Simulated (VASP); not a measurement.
# Al2Pt with PBEsol: from relaxation to properties, part 3 of 4

What structure does Al2Pt take at this level, and what are its properties? The start is a cell from a database of measured crystal structures.

VASP 6.6.1; PBEsol; plane waves and PAW (Al, Pt).

So far. Step 3 (Single point with fields (PBEsol)): In this run the pressure is 0.03 GPa, small enough to go on; single stress components reach 0.03 GPa. Step 4 (Band structure (PBEsol)): There is no gap at this level. The relaxed cell has a = 5.896 Å (conventional setting).

The database entry behind the starting cell differs from later determinations by our own check (0.1 to 0.3 % short, probably kX units), so it need not match the best structure at ambient conditions.

## (5) Total and projected DOS (PBEsol)

A density of states needs more k-points than a total energy, and tetrahedra (ISMEAR = -5) or a smearing that fits the mesh; LORBIT projects the states on the PAW spheres. The mesh is finer than in the run before.

Contents of INCAR:

```
SYSTEM = Al2Pt
PREC = Accurate
ENCUT = 400
EDIFF = 1E-06
NELM = 100
ISMEAR = -5
SIGMA = 0.2
LREAL = .FALSE.
ALGO = Normal
GGA = PS
NBANDS = 21
LASPH = .TRUE.
LORBIT = 11
LWAVE = .FALSE.
LCHARG = .FALSE.
KPAR = 2
NEDOS = 2001
```

Contents of POSCAR:

```
Al2Pt
1.0
    0.0000000000      2.9478358275      2.9478358275
    2.9478358275      0.0000000000      2.9478358275
    2.9478358275      2.9478358275      0.0000000000
Al Pt
2 1
Direct
    0.2500000000      0.2500000000      0.2500000000
    0.7500000000      0.7500000000      0.7500000000
    0.0000000000      0.0000000000      0.0000000000
```

Contents of KPOINTS:

```
Automatic mesh
0
Gamma
10 10 10
0 0 0
```

Potentials, in the order of the species: Al and Pt (PBE family, release 64).

Launch:

```sh
$ mpirun -np 2 vasp_std
```

What it wrote:

```text
[... set-up lines as in an earlier step ...]
 entering main loop
       N       E                     dE             d eps       ncg     rms          rms(c)
DAV:   1     0.360162355976E+02    0.36016E+02   -0.53234E+03  2054   0.515E+02
DAV:   2    -0.170859268650E+02   -0.53102E+02   -0.46999E+02  2340   0.122E+02
DAV:   3    -0.184087623884E+02   -0.13228E+01   -0.13131E+01  2436   0.170E+01
DAV:   4    -0.184197276562E+02   -0.10965E-01   -0.10967E-01  2272   0.180E+00
DAV:   5    -0.184199183430E+02   -0.19069E-03   -0.19074E-03  2368   0.242E-01    0.897E+00
DAV:   6    -0.178991594303E+02    0.52076E+00   -0.13790E+00  2234   0.923E+00    0.224E+00
DAV:   7    -0.178042189059E+02    0.94941E-01   -0.10403E-01  2154   0.257E+00    0.167E+00
DAV:   8    -0.177666708317E+02    0.37548E-01   -0.28558E-02  2320   0.105E+00    0.253E-01
DAV:   9    -0.177665332772E+02    0.13755E-03   -0.99786E-04  2396   0.191E-01    0.160E-01
DAV:  10    -0.177665773243E+02   -0.44047E-04   -0.10706E-04  2290   0.579E-02    0.142E-02
DAV:  11    -0.177665787438E+02   -0.14195E-05   -0.53453E-06  2320   0.177E-02    0.653E-03
DAV:  12    -0.177665782724E+02    0.47134E-06   -0.76885E-07  1915   0.421E-03
   1 F= -.17766578E+02 E0= -.17766578E+02  d E =0.000000E+00
 -----------------------------------------------------------------------------
|                                                                             |
|           W    W    AA    RRRRR   N    N  II  N    N   GGGG   !!!           |
|           W    W   A  A   R    R  NN   N  II  NN   N  G    G  !!!           |
|           W    W  A    A  R    R  N N  N  II  N N  N  G       !!!           |
|           W WW W  AAAAAA  RRRRR   N  N N  II  N  N N  G  GGG   !            |
|           WW  WW  A    A  R   R   N   NN  II  N   NN  G    G                |
|           W    W  A    A  R    R  N    N  II  N    N   GGGG   !!!           |
|                                                                             |
|     Tetrahedron method does not include variations of the Fermi             |
|     occupations, so forces and stress will be inaccurate. We suggest        |
|     using a different smearing scheme ISMEAR = 1 or 2 for metals in         |
|     relaxations.                                                            |
|                                                                             |
 -----------------------------------------------------------------------------
```

Elapsed: 11 s, on 2 MPI ranks of Intel Xeon Platinum 8488C (Sapphire Rapids), shared host; peak memory 0.32 GiB.

From OUTCAR (step 5):

```text
   k-points           NKPTS =     47   k-points in BZ     NKDIM =     47   number of bands    NBANDS=     21

   NELECT =      16.0000    total number of electrons

 E-fermi :   7.8837

 k-point     1 :       0.0000    0.0000    0.0000
  band No.  band energies     occupation
    ...
      2       2.7789      2.00000
      3       2.7789      2.00000
      4       2.7789      2.00000
      5       4.1445      2.00000
      6       4.1445      2.00000
      7      10.9210      0.00000
      8      11.6755      0.00000
      9      11.6755      0.00000
     10      11.6755      0.00000
     11      13.3433      0.00000
    ...

  Total       -0.0161643     -0.0161643     -0.0161643      0.0000000     -0.0000000      0.0000000
  in kB       -0.5055067     -0.5055067     -0.5055067      0.0000000     -0.0000000      0.0000000
  external PRESSURE =      -0.5055067 kB  Pullay stress =       0.0000000 kB

 POSITION                                       TOTAL-FORCE (eV/Angst)
 -----------------------------------------------------------------------------------
      1.47392      1.47392      1.47392        -0.000000     -0.000000     -0.000000
      4.42175      4.42175      4.42175         0.000000      0.000000      0.000000
      0.00000      0.00000      0.00000        -0.000000      0.000000      0.000000
 -----------------------------------------------------------------------------------
    total drift:                               -0.000000     -0.000000      0.000000

  FREE ENERGIE OF THE ION-ELECTRON SYSTEM (eV)
  ---------------------------------------------------
  free  energy   TOTEN  =       -17.7665782724 eV

  energy  without entropy=      -17.7665782724  energy(sigma->0) =      -17.76657827

[... 6 parts as in an earlier step ...]

[... 10 further parts left out ...]
```

With tetrahedra the forces and stress of a metal are not exact derivatives of the energy.

This step gave:

* irreducible k-points: 47
* free energy (TOTEN): -17.77 eV
* Fermi energy: 7.884 eV
* pressure: -0.05055 GPa
* DOS at the Fermi level, one point of the energy grid: 1.225 states/eV/cell

The density of states has structure finer than the step of the table below, so its rows give means over 0.5 eV, whole bins alone (the curve runs from -12.0 to 6.04 eV). Peaks (eV: height): total -6.07: 8.87, -4.85: 9.13, -3.93: 6.25, -3.57: 11.6; Pt d -6.07: 3.11, -4.85: 6.36, -3.93: 4.85, -3.57: 8.99; Pt p -6.07: 0.556, -3.57: 0.138, 0.56: 0.245; Al p -4.85: 0.536, -3.57: 0.179, 3.69: 0.196, 5.40: 0.382; Pt s -7.92: 0.207, -4.36: 0.246, -4.14: 0.181, -3.57: 0.386.

States under -12.0 eV and over 6.0 eV are left out. The density of states by energy, zero at the Fermi level; means over each step; values in states/eV/cell:

| energy (eV) | total | Pt d | Pt p | Al p | Pt s | Al s |
| --- | --- | --- | --- | --- | --- | --- |
| -11.0 | 0 | 0 | 0 | 0 | 0 | 0 |
| -10.5 | 0.00188 | 0 | 3.2e-6 | 0 | 4.9e-4 | 3.8e-4 |
| -10.0 | 0.151 | 1.0e-4 | 0.00107 | 8.0e-4 | 0.0387 | 0.0296 |
| -9.5 | 0.291 | 0.00138 | 0.00430 | 0.00338 | 0.0719 | 0.0552 |
| -9.0 | 0.401 | 0.00543 | 0.00871 | 0.00724 | 0.0954 | 0.0734 |
| -8.5 | 0.527 | 0.0172 | 0.0137 | 0.0129 | 0.120 | 0.0923 |
| -8.0 | 0.767 | 0.0537 | 0.0192 | 0.0230 | 0.168 | 0.127 |
| -7.5 | 0.760 | 0.0745 | 0.0222 | 0.0262 | 0.156 | 0.120 |
| -7.0 | 0.630 | 0.0885 | 0.0211 | 0.0244 | 0.115 | 0.0929 |
| -6.5 | 0.453 | 0.0937 | 0.0145 | 0.0196 | 0.0704 | 0.0582 |
| -6.0 | 3.22 | 1.28 | 0.170 | 0.0607 | 0.00426 | 0.517 |
| -5.5 | 1.30 | 0.657 | 0.0351 | 0.0611 | 0.0305 | 0.100 |
| -5.0 | 4.04 | 2.63 | 0.0503 | 0.239 | 0.0361 | 0.0314 |
| -4.5 | 3.09 | 2.11 | 0.0283 | 0.162 | 0.127 | 0.0154 |
| -4.0 | 4.28 | 3.22 | 0.0356 | 0.119 | 0.149 | 0.0197 |
| -3.5 | 4.71 | 3.69 | 0.0556 | 0.0690 | 0.150 | 0.0269 |
| -3.0 | 1.68 | 0.980 | 0.102 | 0.0634 | 0.0838 | 0.0496 |
| -2.5 | 0.703 | 0.258 | 0.0677 | 0.0429 | 0.0725 | 0.0267 |
| -2.0 | 0.923 | 0.289 | 0.118 | 0.0733 | 0.0583 | 0.0383 |
| -1.5 | 0.985 | 0.253 | 0.148 | 0.0954 | 0.0436 | 0.0383 |
| -1.0 | 1.16 | 0.263 | 0.193 | 0.129 | 0.0362 | 0.0341 |
| -0.5 | 1.31 | 0.279 | 0.235 | 0.157 | 0.0263 | 0.0306 |
| 0.0 | 1.22 | 0.213 | 0.239 | 0.156 | 0.0213 | 0.0274 |
| 0.5 | 1.13 | 0.157 | 0.241 | 0.152 | 0.0182 | 0.0229 |
| 1.0 | 0.896 | 0.104 | 0.205 | 0.122 | 0.0121 | 0.0173 |
| 1.5 | 0.538 | 0.0631 | 0.129 | 0.0681 | 0.00846 | 0.0128 |
| 2.0 | 0.372 | 0.0392 | 0.0944 | 0.0431 | 0.00623 | 0.0124 |
| 2.5 | 0.256 | 0.0224 | 0.0669 | 0.0259 | 0.00451 | 0.0157 |
| 3.0 | 0.220 | 0.0332 | 0.0445 | 0.0129 | 0.00356 | 0.0281 |
| 3.5 | 2.37 | 0.505 | 0.0609 | 0.109 | 0.0316 | 0.413 |
| 4.0 | 1.84 | 0.310 | 0.0446 | 0.118 | 0.0304 | 0.264 |
| 4.5 | 0.682 | 0.117 | 0.0231 | 0.0514 | 0.0219 | 0.0486 |
| 5.0 | 1.25 | 0.177 | 0.0463 | 0.132 | 0.0303 | 0.103 |
| 5.5 | 2.24 | 0.430 | 0.0341 | 0.324 | 0.0450 | 0.116 |

The finer mesh and the other smearing move the Fermi level by +0.03 eV from the 7×7×7 run, a small shift, which tests the Fermi level alone. Of the states within 0.3 eV of the Fermi level, the largest shares in the PAW spheres are Pt p 20 %, Pt d 18 % and Al p 13 %. The rest lies in smaller channels or between the spheres.

## (6) Electric field gradients (PBEsol)

Field gradients probe how far the charge around each nucleus departs from cubic symmetry; LASPH keeps the non-spherical terms inside the spheres.

Contents of INCAR:

```
SYSTEM = Al2Pt
PREC = Accurate
ENCUT = 400
EDIFF = 1E-07
NELM = 100
ISMEAR = 1
SIGMA = 0.2
LREAL = .FALSE.
ALGO = Normal
GGA = PS
NBANDS = 14
LASPH = .TRUE.
LORBIT = 11
LWAVE = .FALSE.
LCHARG = .FALSE.
KPAR = 2
LEFG = .TRUE.
```

POSCAR is that of step 5.

Contents of KPOINTS:

```
Automatic mesh
0
Gamma
7 7 7
0 0 0
```

Launch:

```sh
$ mpirun -np 2 vasp_std
```

What it wrote:

```text
[... set-up lines as in an earlier step ...]
 entering main loop
       N       E                     dE             d eps       ncg     rms          rms(c)
DAV:   1     0.376742412983E+02    0.37674E+02   -0.58693E+03   576   0.788E+02
DAV:   2    -0.171405836957E+02   -0.54815E+02   -0.49537E+02   682   0.154E+02
DAV:   3    -0.184109785532E+02   -0.12704E+01   -0.12633E+01   722   0.224E+01
DAV:   4    -0.184204036756E+02   -0.94251E-02   -0.94240E-02   668   0.235E+00
[... 1 cycle as in an earlier step ...]
DAV:   6    -0.178886740282E+02    0.53188E+00   -0.22872E+00   620   0.140E+01    0.222E+00
DAV:   7    -0.177941960592E+02    0.94478E-01   -0.17236E-01   602   0.400E+00    0.166E+00
DAV:   8    -0.177560317357E+02    0.38164E-01   -0.32474E-02   650   0.150E+00    0.263E-01
[... 1 cycle as in an earlier step ...]
DAV:  10    -0.177558582170E+02   -0.52104E-04   -0.19643E-04   676   0.113E-01    0.191E-02
DAV:  11    -0.177558537155E+02    0.45015E-05   -0.15051E-05   698   0.379E-02    0.806E-03
DAV:  12    -0.177558538091E+02   -0.93521E-07   -0.14882E-06   626   0.820E-03    0.182E-03
DAV:  13    -0.177558537415E+02    0.67602E-07   -0.30421E-07   686   0.514E-03
ion   1
     0.0000000    -0.0000000    -0.0000000    -0.0000000     0.0000000     0.0000000
     0.0000349    -0.0000000    -0.0000000    -0.0000000     0.0000000     0.0000000
     0.0000480    -0.0000000    -0.0000000    -0.0000000     0.0000000     0.0000000
     0.0000661    -0.0000000    -0.0000000    -0.0000000     0.0000000     0.0000000
     0.0000910    -0.0000000    -0.0000000    -0.0000000     0.0000000     0.0000000

     0.0000000    -0.0000000    -0.0000000    -0.0000000     0.0000000     0.0000000
     0.0000349    -0.0000000    -0.0000000    -0.0000000     0.0000000     0.0000000
     0.0000480    -0.0000000    -0.0000000    -0.0000000     0.0000000     0.0000000
     0.0000661    -0.0000000    -0.0000000    -0.0000000     0.0000000     0.0000000
     0.0000910    -0.0000000    -0.0000000    -0.0000000     0.0000000     0.0000000

ion   2
     0.0000000     0.0000000     0.0000000    -0.0000000     0.0000000     0.0000000
     0.0000349     0.0000000     0.0000000    -0.0000000     0.0000000     0.0000000
     0.0000480     0.0000000     0.0000000    -0.0000000     0.0000000     0.0000000
     0.0000661     0.0000000     0.0000000    -0.0000000     0.0000000     0.0000000
     0.0000910     0.0000000     0.0000000    -0.0000000     0.0000000     0.0000000

     0.0000000     0.0000000     0.0000000    -0.0000000     0.0000000     0.0000000
     0.0000349     0.0000000     0.0000000    -0.0000000     0.0000000     0.0000000
     0.0000480     0.0000000     0.0000000    -0.0000000     0.0000000     0.0000000
     0.0000661     0.0000000     0.0000000    -0.0000000     0.0000000     0.0000000
     0.0000910     0.0000000     0.0000000    -0.0000000     0.0000000     0.0000000

ion   3
     0.0000000     0.0000000    -0.0000000     0.0000000     0.0000000    -0.0000000
     0.0000674     0.0000000    -0.0000000     0.0000000     0.0000000    -0.0000000
     0.0000928     0.0000000    -0.0000000     0.0000000     0.0000000    -0.0000000
     0.0001278     0.0000000    -0.0000000     0.0000000     0.0000000    -0.0000000
     0.0001760     0.0000000    -0.0000000     0.0000000     0.0000000    -0.0000000

     0.0000000    -0.0000000    -0.0000000     0.0000000     0.0000000    -0.0000000
     0.0000674    -0.0000000    -0.0000000     0.0000000     0.0000000    -0.0000000
     0.0000928    -0.0000000    -0.0000000     0.0000000     0.0000000    -0.0000000
     0.0001278    -0.0000000    -0.0000000     0.0000000     0.0000000    -0.0000000
     0.0001760    -0.0000000    -0.0000000     0.0000000     0.0000000    -0.0000000

   1 F= -.17755854E+02 E0= -.17753117E+02  d E =-.821027E-02
```

Run time: 6.4 s. Hardware: 2 MPI ranks; peak memory 0.29 GiB; 8.1 s of CPU time.

From OUTCAR (step 6):

```text
   NELECT =      16.0000    total number of electrons

 E-fermi :   7.8501

 k-point     2 :       0.1429    0.0000    0.0000
  band No.  band energies     occupation
    ...
      2       2.6178      2.00000
      3       2.8656      2.00000
      4       2.8656      2.00000
      5       4.1097      2.00000
      6       4.1097      2.00000
      7       9.1406     -0.00000
      8      11.0094     -0.00000
      9      11.0094     -0.00000
     10      11.3062     -0.00000
     11      13.7275      0.00000
    ...

  Total        0.0021752      0.0021752      0.0021752     -0.0000000     -0.0000000     -0.0000000
  in kB        0.0680260      0.0680260      0.0680260     -0.0000000     -0.0000000     -0.0000000
  external PRESSURE =       0.0680260 kB  Pullay stress =       0.0000000 kB

 POSITION                                       TOTAL-FORCE (eV/Angst)
 -----------------------------------------------------------------------------------
      1.47392      1.47392      1.47392         0.000000     -0.000000     -0.000000
      4.42175      4.42175      4.42175        -0.000000      0.000000      0.000000
      0.00000      0.00000      0.00000        -0.000000     -0.000000     -0.000000
 -----------------------------------------------------------------------------------
    total drift:                               -0.000000     -0.000000      0.000000

  FREE ENERGIE OF THE ION-ELECTRON SYSTEM (eV)
  ---------------------------------------------------
  free  energy   TOTEN  =       -17.7558537415 eV

  energy  without entropy=      -17.7476434682  energy(sigma->0) =      -17.75311698

 Electric field gradients after diagonalization (V/A^2)
 (convention: |V_zz| > |V_xx| > |V_yy|)
----------------------------------------------------------------------
 ion       V_xx      V_yy      V_zz     asymmetry (V_yy - V_xx)/ V_zz
----------------------------------------------------------------------
   1      -0.000    -0.000     0.000       0.000
   2      -0.000    -0.000     0.000       0.000
   3      -0.000    -0.000     0.000       0.000
----------------------------------------------------------------------

[... 12 parts as in an earlier step ...]

[... 5 further parts left out ...]
```

Numbers from this step:

```
SCF cycles           : 13
bands                : 14
irreducible k-points : 20
free energy (TOTEN)  : -17.76 eV
Fermi energy         : 7.850 eV
pressure             : 0.006803 GPa
```

Electric field gradients, by row:

| atom | Vxx (V/Å²) | Vyy (V/Å²) | Vzz (V/Å²) | asymmetry |
| --- | --- | --- | --- | --- |
| Al1 | 0 | 0 | 0 | - |
| Al2 | 0 | 0 | 0 | - |
| Pt3 | 0 | 0 | 0 | - |

All gradients vanish within the noise.

The run ends at a pressure of 0.01 GPa.

(Continued in part 4 of 4.)

[Lines on the potential files, build, host, timing and source positions are cut from VASP's logs without a mark.]

[Logs are printed without paths, hosts, clocks, repeated set-up lines and the standing remarks that a program may print on its own settings, such as how far it seeks lower states.]

[Hosts, paths, dates, database ids (printed as entryN), source tags and the programs' standing remarks are cut or masked in the printed files.]

[A measured line is paired with the nearest computed mode of its activity, which favours agreement.]

[In band tables of VASP the shares of atoms and orbitals are scaled to a sum of 1 inside the atoms' spheres.]
